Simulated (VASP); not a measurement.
All values below come from PBE GGA, VASP's PBE PAW potentials (set 64) (plane waves; VASP 6.6.1).

A VASP calculation is set up with these files.

### KPOINTS
```
Automatic mesh
0
Gamma
6 6 4
0 0 0
```

### INCAR
```
SYSTEM = SnSe2
PREC = Accurate
ENCUT = 480
EDIFF = 1E-7
NELM = 100
ALGO = Normal
LREAL = .FALSE.
LASPH = .TRUE.
ISMEAR = 0
SIGMA = 0.05
GGA = PE
LMAXMIX = 4
LWAVE = .FALSE.
LCHARG = .FALSE.
ISIF = 2
```

**POSCAR**
```
SnSe2
1
    1.9169542800    -3.3202624286     0.0000000000
    1.9169542800     3.3202624286     0.0000000000
    0.0000000000     0.0000000000     6.8955207707
Sn Se
1 2
Direct
  0.0000000000   0.0000000000   1.0000000000
  0.3333330000   0.6666670000   0.2313193975
  0.6666670000   0.3333330000   0.7686806025
```

POTCAR, in this order: Sn_d Se (PBE.64 set). Program: vasp_std.

What VASP printed:

### OSZICAR
```
       N       E                     dE             d eps       ncg     rms          rms(c)
DAV:   1     0.190492413788E+03    0.19049E+03   -0.11702E+04   816   0.157E+03
DAV:   2     0.858955310805E+01   -0.18190E+03   -0.17852E+03   907   0.362E+02
DAV:   3    -0.113540014642E+02   -0.19944E+02   -0.19406E+02  1022   0.117E+02
DAV:   4    -0.121124097567E+02   -0.75841E+00   -0.75738E+00  1024   0.228E+01
DAV:   5    -0.121262649974E+02   -0.13855E-01   -0.13853E-01  1226   0.338E+00    0.481E+00
DAV:   6    -0.118712952476E+02    0.25497E+00   -0.63080E-01  1207   0.870E+00    0.312E+00
DAV:   7    -0.118541732005E+02    0.17122E-01   -0.16217E-01   995   0.284E+00    0.961E-01
DAV:   8    -0.118539434574E+02    0.22974E-03   -0.13433E-02  1020   0.117E+00    0.270E-01
DAV:   9    -0.118544878058E+02   -0.54435E-03   -0.14775E-03   922   0.329E-01    0.822E-02
DAV:  10    -0.118545045905E+02   -0.16785E-04   -0.12731E-04  1178   0.900E-02    0.325E-02
DAV:  11    -0.118545414762E+02   -0.36886E-04   -0.61711E-05   857   0.487E-02    0.980E-03
DAV:  12    -0.118545414393E+02    0.36880E-07   -0.26536E-06  1161   0.137E-02    0.710E-03
DAV:  13    -0.118545425436E+02   -0.11042E-05   -0.29620E-06   849   0.979E-03    0.162E-03
DAV:  14    -0.118545426493E+02   -0.10574E-06   -0.15023E-07   892   0.265E-03    0.516E-04
DAV:  15    -0.118545426669E+02   -0.17563E-07   -0.49206E-08   633   0.161E-03
   1 F= -.11854543E+02 E0= -.11854543E+02  d E =-.198239E-13
```

**OUTCAR**
```
------------------------ aborting loop because EDIFF is reached ----------------------------------------
  FORCE on cell =-STRESS in cart. coord.  units (eV):
  Direction    XX          YY          ZZ          XY          YZ          ZX
  --------------------------------------------------------------------------------------
  Total        0.8249047      0.8249049      0.3922959      0.0000000     -0.0000000      0.0000000
  in kB       15.0568163     15.0568183      7.1604961      0.0000000     -0.0000000      0.0000000
  external PRESSURE =      12.4247102 kB  Pullay stress =       0.0000000 kB
  volume of cell :       87.78
      direct lattice vectors                 reciprocal lattice vectors
     1.916954280 -3.320262429  0.000000000     0.260830425 -0.150590506  0.000000000
     1.916954280  3.320262429  0.000000000     0.260830425  0.150590506  0.000000000
     0.000000000  0.000000000  6.895520771     0.000000000  0.000000000  0.145021679
 POSITION                                       TOTAL-FORCE (eV/Angst)
 -----------------------------------------------------------------------------------
      0.00000      0.00000      0.00000         0.000000      0.000000      0.000000
      1.91695      1.10676      1.59507         0.000000      0.000000      0.109470
      1.91695     -1.10676      5.30045        -0.000000     -0.000000     -0.109470
 -----------------------------------------------------------------------------------
    total drift:                                0.000000     -0.000000      0.000000
  FREE ENERGIE OF THE ION-ELECTRON SYSTEM (eV)
  ---------------------------------------------------
  free  energy   TOTEN  =       -11.8545426669 eV

  energy  without entropy=      -11.8545426669  energy(sigma->0) =      -11.85454267
```
(Selected blocks of OUTCAR.)

Without a dispersion term in the relaxation, distances and binding between the weakly bound layers, chains or molecules are unreliable, and so is what depends on them.

The compound is SnSe2 in the 1T layered structure. This cell was strained or had an atom moved on purpose.
